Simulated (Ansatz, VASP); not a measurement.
# TiAl (TiAl in the B2 ordering): VASP beside Ansatz

Aim: how closely do two programs agree when they are given the same cell, functional and k mesh? The cell is generated by rule, not measured, and may not be a known phase. The cell is taken from a series of runs on this material, whose earlier steps may have relaxed, scaled, displaced or heated it; both programs get it as it stands.

Calculated with Ansatz 0.2.0; plane waves, with VASP 6.6.1 beside it; PBEsol.

The structure was built from a prototype and need not be the compound's stable phase.

## 1. Set-up

Symmetry: Pm-3m, No. 221, cubic system. Conventional cell: a = 3.155 Å, b = 3.155 Å, c = 3.155 Å, α = 90.00°, β = 90.00°, γ = 90.00°. Al has 8 Ti at 2.73 Å nearest. Nearest to Ti lie 8 Al at 2.73 Å. Farther neighbours are not listed.

## 2. Ansatz: relaxation of cell and atoms, PBEsol

Ansatz runs on its default PAW (the set named soft_2) files.

The relaxed volume is the usual yardstick between codes: in a stiff, nearly cubic crystal its relative difference is about their pressure difference at one cell divided by the bulk modulus.

File input.yaml:

```yaml
crystal:
  lattice:
    - [3.1553184335, 0.0, 0.0]
    - [0.0, 3.1553184335, 0.0]
    - [0.0, 0.0, 3.1553184335]
  atoms:
    - { symbol: Al, position: [0.0, 0.0, 0.0] }
    - { symbol: Ti, position: [0.5, 0.5, 0.5] }
kpoints:
  mp_grid: { grid: [10, 10, 10] }
hamiltonian:
  xc: pbesol
scf:
  occupations: { method: gaussian, width: 0.1 }
output:
  forces: true
  stress: true
  eigenvalues: true
relax:
  adjacent_minimum: "off"
  f_tol: 0.005
  max_steps: 80
  cell: { stress_tol: 0.05 }
```

The run is started by

```
$ ansatz run input.yaml --threads 4 --pin off --max-ram 8192MiB --backend cpu --events-out ev --progress --plain --runs-dir out
```

Numbers of over 12 decimals in the logs are rounded to 6 here.

The log of the run:

```text
Engine: ansatz 0.2.0, x86_64-unknown-linux-gnu
Pseudopotentials: kind: paw
Pseudopotential: Al, paw, valence charge 3, recommended cutoff 420 eV (normal), Al.paw.azcp
Pseudopotential: Ti, paw, valence charge 12, recommended cutoff 420 eV (normal), Ti.paw.azcp
Functional definition: PBEsol
  exchange = pbesol_x
  correlation = pbesol_c
Crystal: 2 atoms, lattice volume = 31.414 Å³
Basis set: ecut = 420 eV, 619 PW (Γ), exchange–correlation on 48×48×48 points (8 copies of the dense FFT grid, shifted against one another)
Bands: 12, of which v1, the nominal top of the filled ones, is band 8 counted from 1 (7 counted from 0)
Symmetry: 48 space group operations
Space group: Pm-3m (ITA 221), of the structure as read, at distance tolerance 3.2e-5 Å
k-points: 56 of 1000
Non-local potential: Al, projectors of the file, l = 0: 2, l = 1: 2, l = 2: 1
Non-local potential: Ti, projectors of the file, l = 0: 3, l = 1: 2, l = 2: 3, l = 3: 1
PAW form: soft (Blöchl's): semilocal exchange-correlation on the pseudo side does not see the compensation charge
PAW frozen core: Al, regenerated for the run's functional, and the local potential with it (the file was generated under x = pbe(κ = 0.804, μ = 0.219515), c = pbe(β = 0.066725))
PAW frozen core: Ti, regenerated for the run's functional, and the local potential with it (the file was generated under x = pbe(κ = 0.804, μ = 0.219515), c = pbe(β = 0.066725))
PAW one-centre angular grid: Al, 110 points (default); XC on 64 Gauss nodes
PAW one-centre angular grid: Ti, 590 points (default); XC on 64 Gauss nodes
Initial density: superposition of atomic densities (neutral atoms: chi_scale 0, normalization atom), corrected by the library's trained network
Initial wavefunctions: pseudopotential atomic-orbital guess
Functional: x = pbesol(κ = 0.804, μ = 0.123457), c = pbesol(β = 0.046)
SCF iter   1: F=—  HF=-2998.995434 eV  |F-HF|=—  |Δ(HF+E_count)|=         —  Δρ=5.46e-3  dr2=1.39e-2  ethr=1.77e-3  ⟨swp⟩=5.0  Hψ=3410  notcnv=0
preconditioner: auto → none  [metal: Δε(μ)=0.014 eV  Ē_g=5.403 eV  σ=0.100 eV  W_gap=0.08  n_scr=6 (ndim 8)  ℏωp=17.5 eV  f_vac=0.000  D(μ)=2.71/eV (n_scr^D=26)  sad-step TF]
SCF iter   2: F=—  HF=-2998.993531 eV  |F-HF|=—  |Δ(HF+E_count)|=   1.90e-3  Δρ=3.82e-3  dr2=8.18e-3  ethr=9.27e-5  ⟨swp⟩=1.0  Hψ=1120  notcnv=0
SCF iter   3: F=—  HF=-2998.991375 eV  |F-HF|=—  |Δ(HF+E_count)|=   2.16e-3  Δρ=6.02e-4  dr2=4.06e-5  ethr=5.45e-5  ⟨swp⟩=2.1  Hψ=821  notcnv=0
SCF iter   4: F=—  HF=-2998.991380 eV  |F-HF|=—  |Δ(HF+E_count)|=   5.05e-6  Δρ=1.11e-4  dr2=2.33e-6  ethr=2.70e-7  ⟨swp⟩=3.0  Hψ=1091  notcnv=0
iter 5 did not close the SCF: its close was put off for the readings that it lacked (scf_convergence_deferred on its scf_iter line)
SCF iter   5: F=-2998.991379 eV  HF=-2998.991379 eV  |F-HF|=3.49e-9  |Δ(HF+E_count)|=   6.51e-7  Δρ=7.09e-6  dr2=6.28e-9  ethr=1.55e-8  ⟨swp⟩=3.0  Hψ=1088  notcnv=0
SCF iter   6: F=-2998.991379 eV  HF=-2998.991379 eV  |F-HF|=4.00e-11  |Δ(HF+E_count)|=   4.15e-9  Δρ=7.10e-7  dr2=7.99e-11  ethr=4.19e-11  ⟨swp⟩=2.2  Hψ=2108  notcnv=0
SCF 1 converged in 6 iterations: F = -2998.991379 eV  dr2 = 7.99e-11
  greatest PAW one-centre occupation: 0.999 electrons in one spin orbital (limit 2), on the Ti atom at site 1 (counted from 0), in its partial waves of l = 0
relax step   1: F+E_penalty+E_count = -2998.99137913 eV  Δ(F+E_penalty+E_count) = +0.000e0 eV  max|allowed force component| = 1.096e-29 eV/Å  Δτ_max = 0.0000 Å  P = +0.069 GPa  Ω = 31.414 Å³  (6 SCF iters, dr2 threshold 1.00e-7 eV, accepted)
[...]
relax step   2: F+E_penalty+E_count = -2998.99137731 eV  Δ(F+E_penalty+E_count) = +1.820e-6 eV  max|allowed force component| = 3.295e-30 eV/Å  Δτ_max = 0.0000 Å  P = -0.029 GPa  Ω = 31.440 Å³  energy of the carried Pulay correction = -5.053e-6 eV  (6 SCF iters, dr2 threshold 1.19e-8 eV, accepted)
[...]
relax step   3: F+E_penalty+E_count = -2998.99138564 eV  Δ(F+E_penalty+E_count) = -8.331e-6 eV  max|allowed force component| = 1.602e-30 eV/Å  Δτ_max = 0.0000 Å  P = -0.029 GPa  Ω = 31.440 Å³  stress off target by 2.85e-2 GPa  SCF on the basis re-selected at this cell (its energy is not comparable with the rows above)  (8 SCF iters)
basis re-selected at this cell: Δ(F+E_penalty+E_count) = -8.331e-6 eV, ΔP = +0.001 GPa vs the last step (what re-selecting the basis moved, of the pressure what is left beyond the Pulay correction that the steps carried, after the strain that the cell walked since its last selection, with what the two solves' SCF thresholds leave and, on support functions, any second-order correction that the steps lacked; it is no m [...]
SCF converged after 8 iterations
Free energy (F): -2998.991386 eV
Harris-Foulkes:  -2998.991386 eV  (|F-HF|=9.09e-13)
Internal energy: -2998.977655 eV  (E = F + TS)
E sigma→0 (E₀):  -2998.984520 eV
Entropy (-TS):   -0.013731 eV (-6.866 meV/atom)
Fermi energy:    11.642592 eV
--- Per-component energies (eV) ---
  E_band       = -158.183233
  E_kinetic    = 297.272840
  E_local      = -1011.104093  (includes V_loc(G=0)·N_el)
  E_nonlocal   = 20.728346
  E_hartree    = 430.848095
  E_xc         = -136.938581
  E_vxc        = -151.743087  (∫ρ·V_xc dr)
  E_paw        = -1477.955179  (= ΣΔE_a)
  E_vpaw       = -175.033533  (= ΣTr[D̂ρ^β])
  E_aug_tail   = 0.000109  (compensation charges beyond the density's cutoff)
  E_ewald      = -1121.987715
  E_core_change = 0.158523  (= ΣΔE_core)
  E_smearing   = -0.013731  (= −TS)
  E_closure    = -0.000000  (closes the sum)
  Σ components = -2998.991386   (vs F -2998.991386, Δ=0.00e0)
--- Forces (eV/Å), atoms counted from 1 ---
  atom   1  Al     0.00000000     0.00000000    -0.00000000
  atom   2  Ti    -0.00000000     0.00000000     0.00000000
  max |Σ_I F_I| component: 3.11e-30 eV/Å
--- Stress (GPa, compression-positive) ---
       -0.028526       0.000000      -0.000000
        0.000000      -0.028526      -0.000000
       -0.000000      -0.000000      -0.028526
  P = ⅓ Tr σ = -0.0285 GPa (-0.285 kbar)
--- Band table (eV; the first three rows and the last of 56) ---
  k-point 0: bands = [... 4 lower, 2.2867, 10.1540, 10.1540, 13.4881, 13.4881, 13.4881, 16.1542, 16.1542]
  k-point 1: bands = [... 4 lower, 2.4493, 10.0685, 10.2274, 13.2181, 13.2181, 13.5079, 15.5450, 16.5411]
  k-point 2: bands = [... 4 lower, 2.9278, 9.6497, 10.4311, 12.6939, 12.6939, 13.5604, 14.6994, 17.4260]
  k-point 55: bands = [... 4 lower, 8.4786, 8.4786, 8.4786, 12.4118, 14.5554, 14.5554, 14.6030, 14.6030]
--- Relaxed structure (2 steps of the walk, 2 accepted, 1 SCFs on fresh bases) ---
  F+E_penalty+E_count = -2998.99138564 eV   max|allowed force component| = 1.602e-30 eV/Å   (the final SCF, on the basis selected at the relaxed cell)
  cell:  # Å, volume = 31.4404 Å³
    - [3.156187, 0, 0]
    - [0, 3.156187, 0.0]
    - [0, 0, 3.156187]
  atoms:
    - { symbol: Al, position: [0, 0, 0] }
    - { symbol: Ti, position: [0.5, 0.5, 0.5] }
```

In the SCF lines HF is the Harris–Foulkes energy and dr2 the Hartree energy of the density residual, in eV; the loop may stop once dr2 is under the threshold and the program's other checks hold. Hψ counts applications of the Hamiltonian.

## 3. VASP: relaxation of cell and atoms, PBEsol

The same cell, functional, mesh and smearing now go to VASP, with its own data sets.

Lines of VASP's logs that name or quote its potential files are left out, and so is its time.

File INCAR:

```
SYSTEM = TiAl
PREC = Accurate
ENCUT = 500
EDIFF = 1E-07
NELM = 120
ISMEAR = 0
SIGMA = 0.1
LREAL = .FALSE.
ALGO = Normal
GGA = PS
NBANDS = 13
LASPH = .TRUE.
LORBIT = 11
LWAVE = .FALSE.
LCHARG = .FALSE.
ISIF = 3
IBRION = 2
NSW = 80
EDIFFG = -0.005
GGA_COMPAT = .FALSE.
NELMIN = 4
```

File POSCAR:

```
TiAl
1.0
    3.1553180000      0.0000000000      0.0000000000
    0.0000000000      3.1553180000      0.0000000000
    0.0000000000      0.0000000000      3.1553180000
Al Ti
1 1
Direct
    0.0000000000      0.0000000000      0.0000000000
    0.5000000000      0.5000000000      0.5000000000
```

File KPOINTS:

```
Automatic mesh
0
Gamma
10 10 10
0 0 0
```

PAW data sets: Al and Ti_sv (PBE family, release 64).

The run is started by

```
$ mpirun -np 1 vasp_std
```

The log of the run:

```text
[banner, memory and clock lines left out]
running    1 mpi-ranks, on    1 nodes
 distrk:  each k-point on    1 cores,    1 groups
 distr:  one band on    1 cores,    1 groups

 POSCAR found type information on POSCAR AlTi
 POSCAR found :  2 types and       2 ions
|                                                                             |
|               ----> ADVICE to this user running VASP <----                  |
|                                                                             |
|     You enforced a specific xc type in the INCAR file but a different       |
|     [... a line on the potential file left out ...]
|     I HOPE YOU KNOW WHAT YOU ARE DOING!                                     |
|                                                                             |

 LDA part: xc-table for (Slater+PW92), standard interpolation
 POSCAR, INCAR and KPOINTS ok, starting setup
 FFT: planning ... GRIDC
 FFT: planning ... GRID_SOFT
 FFT: planning ... GRID
 WAVECAR not read
 entering main loop
       N       E                     dE             d eps       ncg     rms          rms(c)
DAV:   1     0.103334660147E+03    0.10333E+03   -0.71930E+03  1464   0.114E+03
DAV:   2    -0.476034013108E+01   -0.10810E+03   -0.10470E+03  1511   0.315E+02
DAV:   3    -0.140052312039E+02   -0.92449E+01   -0.89793E+01  2595   0.797E+01
DAV:   4    -0.146801216877E+02   -0.67489E+00   -0.67099E+00  1764   0.166E+01
DAV:   5    -0.147016473725E+02   -0.21526E-01   -0.21520E-01  2039   0.292E+00    0.104E+01
DAV:   6    -0.130457717256E+02    0.16559E+01   -0.70458E+00  1678   0.338E+01    0.291E+00
DAV:   7    -0.129868937397E+02    0.58878E-01   -0.55526E-01  1635   0.908E+00    0.181E+00
DAV:   8    -0.129761521753E+02    0.10742E-01   -0.59742E-02  1834   0.251E+00    0.507E-01
DAV:   9    -0.129740186436E+02    0.21335E-02   -0.11871E-02  1712   0.145E+00    0.182E-01
DAV:  10    -0.129741588943E+02   -0.14025E-03   -0.33016E-04  1772   0.196E-01    0.918E-02
DAV:  11    -0.129741512536E+02    0.76407E-05   -0.25236E-04  1931   0.175E-01    0.117E-02
DAV:  12    -0.129741516681E+02   -0.41451E-06   -0.94904E-06  1710   0.266E-02    0.939E-03
DAV:  13    -0.129741512552E+02    0.41291E-06   -0.13344E-06  1725   0.119E-02    0.499E-03
DAV:  14    -0.129741512471E+02    0.80809E-08   -0.22352E-07  1742   0.480E-03
   1 F= -.12974151E+02 E0= -.12967284E+02  d E =-.129742E+02
 curvature:   0.00 expect dE= 0.000E+00 dE for cont linesearch  0.000E+00
 trial: gam= 0.00000 g(F)=  0.000E+00 g(S)=  0.379E-04 ort = 0.000E+00 (trialstep = 0.100E+01)
 search vector abs. value=  0.379E-04
 bond charge predicted
       N       E                     dE             d eps       ncg     rms          rms(c)
DAV:   1    -0.129747647925E+02   -0.61354E-03   -0.10810E-02  1601   0.147E+00    0.218E-01
DAV:   2    -0.129741923454E+02    0.57245E-03   -0.28402E-03  1614   0.732E-01    0.513E-02
DAV:   3    -0.129741393210E+02    0.53024E-04   -0.23046E-04  1747   0.173E-01    0.139E-02
DAV:   4    -0.129741457455E+02   -0.64245E-05   -0.58975E-05  1826   0.467E-02    0.116E-02
DAV:   5    -0.129741542029E+02   -0.84574E-05   -0.12708E-05  1881   0.231E-02    0.335E-03
DAV:   6    -0.129741551591E+02   -0.95617E-06   -0.54080E-06  1956   0.956E-03    0.330E-03
DAV:   7    -0.129741550321E+02    0.12698E-06   -0.66666E-07  1612   0.825E-03    0.134E-03
DAV:   8    -0.129741550950E+02   -0.62857E-07   -0.49249E-08   994   0.257E-03
   2 F= -.12974155E+02 E0= -.12967273E+02  d E =-.384791E-05
 trial-energy change:   -0.000004  1 .order   -0.000006   -0.000038    0.000027
 step:   0.5460(harm=  0.5879)  dis= 0.00000  next Energy=   -12.974161 (dE=-0.100E-04)
 bond charge predicted
       N       E                     dE             d eps       ncg     rms          rms(c)
DAV:   1    -0.129742861832E+02   -0.13115E-03   -0.22281E-03  1601   0.666E-01    0.989E-02
DAV:   2    -0.129741672673E+02    0.11892E-03   -0.57908E-04  1614   0.331E-01    0.233E-02
DAV:   3    -0.129741564086E+02    0.10859E-04   -0.47061E-05  1739   0.781E-02    0.636E-03
DAV:   4    -0.129741580354E+02   -0.16268E-05   -0.12254E-05  1826   0.214E-02    0.528E-03
DAV:   5    -0.129741606058E+02   -0.25704E-05   -0.25592E-06  1886   0.104E-02    0.147E-03
DAV:   6    -0.129741610585E+02   -0.45275E-06   -0.11401E-06  1969   0.430E-03    0.148E-03
DAV:   7    -0.129741612512E+02   -0.19270E-06   -0.11903E-07  1327   0.361E-03    0.629E-04
DAV:   8    -0.129741612200E+02    0.31261E-07   -0.11464E-08   728   0.122E-03
   3 F= -.12974161E+02 E0= -.12967286E+02  d E =-.997291E-05
 curvature:  -0.29 expect dE=-0.206E-07 dE for cont linesearch -0.206E-07
 trial: gam=-0.04136 g(F)=  0.189E-63 g(S)=  0.708E-07 ort = 0.164E-05 (trialstep = 0.909E+00)
 search vector abs. value=  0.232E-09
 reached required accuracy - stopping structural energy minimisation
```

OUTCAR, selected parts (step 3):

```text
ion  position               nearest neighbor table
   1  0.000  0.000  0.000-   2 2.73   2 2.73   2 2.73   2 2.73   2 2.73   2 2.73   2 2.73   2 2.73

  LATTYP: Found a simple cubic cell.
 ALAT       =     3.1553180000

 Subroutine GETGRP returns: Found 48 space group operations
 (whereof 48 operations were pure point group operations)

The static configuration has the point symmetry O_h .

 Found     56 irreducible k-points:

   k-points           NKPTS =     56   k-points in BZ     NKDIM =     56   number of bands    NBANDS=     13

   dimension x,y,z NGX =    24 NGY =   24 NGZ =   24
   dimension x,y,z NGXF=    48 NGYF=   48 NGZF=   48

   ENCUT  =  500.0 eV  36.75 Ry    6.06 a.u.   5.75  5.75  5.75*2*pi/ulx,y,z

   NELECT =      15.0000    total number of electrons

 k-points in reciprocal lattice and weights: Automatic mesh
   0.00000000  0.00000000  0.00000000       0.001
   0.10000000  0.00000000  0.00000000       0.006
   0.20000000  0.00000000  0.00000000       0.006
   0.30000000  0.00000000  0.00000000       0.006
   0.40000000  0.00000000  0.00000000       0.006
   0.50000000  0.00000000  0.00000000       0.003
   0.10000000  0.10000000  0.00000000       0.012
   0.20000000  0.10000000  0.00000000       0.024
   0.30000000  0.10000000  0.00000000       0.024
[...]
0.50000000  0.50000000  0.40000000       0.006
   0.50000000  0.50000000  0.50000000       0.001

 average (electrostatic) potential at core
       1 -70.8326       2 -71.6787

 E-fermi :   8.9063

 k-point     1 :       0.0000    0.0000    0.0000
  band No.  band energies     occupation
    ...
      3     -24.0113      2.00000
      4     -24.0113      2.00000
      5      -0.4476      2.00000
      6       7.4203      2.00000
      7       7.4203      2.00000
      8      10.7458      0.00000
      9      10.7458      0.00000
     10      10.7458      0.00000
     11      13.4275      0.00000
     12      13.4275      0.00000
    ...

 k-point     2 :       0.1000    0.0000    0.0000
  band No.  band energies     occupation
    ...
      3     -24.0097      2.00000
      4     -24.0097      2.00000
      5      -0.2851      2.00000
      6       7.3350      2.00000
      7       7.4936      2.00000
      8      10.4774      0.00000
      9      10.4774      0.00000
     10      10.7655      0.00000
     11      12.8146      0.00000
     12      13.8135      0.00000
    ...

 k-point     3 :       0.2000    0.0000    0.0000
  band No.  band energies     occupation
    ...
      3     -24.0055      2.00000
      4     -24.0055      2.00000
      5       0.1930      2.00000
      6       6.9164      2.00000
      7       7.6969      2.00000
      8       9.9550      0.00000
      9       9.9550      0.00000
     10      10.8176      0.00000
     11      11.9634      0.00000
     12      14.6982      0.00000
    ...

  Total        0.0009888      0.0009888      0.0009888     -0.0000000     -0.0000000      0.0000000
  in kB        0.0503864      0.0503864      0.0503864     -0.0000000     -0.0000000      0.0000000
  external PRESSURE =       0.0503864 kB  Pullay stress =       0.0000000 kB

  energy-cutoff  :      500.00
  volume of cell :       31.44
      direct lattice vectors                 reciprocal lattice vectors
     3.156268566  0.000000000  0.000000000     0.316829819 -0.000000000  0.000000000
     0.000000000  3.156268566  0.000000000    -0.000000000  0.316829819 -0.000000000
     0.000000000  0.000000000  3.156268566    -0.000000000 -0.000000000  0.316829819

 POSITION                                       TOTAL-FORCE (eV/Angst)
 -----------------------------------------------------------------------------------
      0.00000      0.00000      0.00000         0.000000      0.000000      0.000000
      1.57813      1.57813      1.57813        -0.000000     -0.000000      0.000000
 -----------------------------------------------------------------------------------
    total drift:                                0.000000     -0.000000     -0.000000

  FREE ENERGIE OF THE ION-ELECTRON SYSTEM (eV)
  ---------------------------------------------------
  free  energy   TOTEN  =       -12.9741612200 eV

  energy  without entropy=      -12.9604101931  energy(sigma->0) =      -12.96728571

 reached required accuracy - stopping structural energy minimisation

 total charge
# of ion       s       p       d       tot
------------------------------------------
    1        0.422   0.408   0.000   0.830
    2        2.196   6.127   1.988  10.311
--------------------------------------------------
tot          2.618   6.535   1.988  11.141

[... 3 further parts left out ...]
```

This run has no spin polarisation. Its electron count is odd, so without a moment it is a metal by construction. The run keeps the 48 symmetry operations of its start, so it cannot find a distortion of lower symmetry.

## 4. Side by side

Known differences besides the potentials themselves: the cutoff is 420 eV in Ansatz and 500 eV in VASP; Ansatz makes its cores anew for this functional, VASP keeps those of its PBE data sets; Ansatz adds a Pulay correction to the stress that steers its cell, VASP none. Total energies have different zeros and are not compared.

The two programs side by side:

```csv
quantity,Ansatz,VASP,difference
volume (Å³),31.44,31.44,-0.01 %
"edge a after relaxation, in the typed setting (Å)",3.156,3.156,+0.00 %
```

[end of part 1 of 2]

[Lines on the potential files, build, host, timing and source positions are cut from VASP's logs without a mark.]

[Logs are printed without paths, hosts, clocks, repeated set-up lines and the standing remarks that a program may print on its own settings, such as how far it seeks lower states.]

[Hosts, paths, dates, database ids (printed as entryN), source tags and the programs' standing remarks are cut or masked in the printed files.]
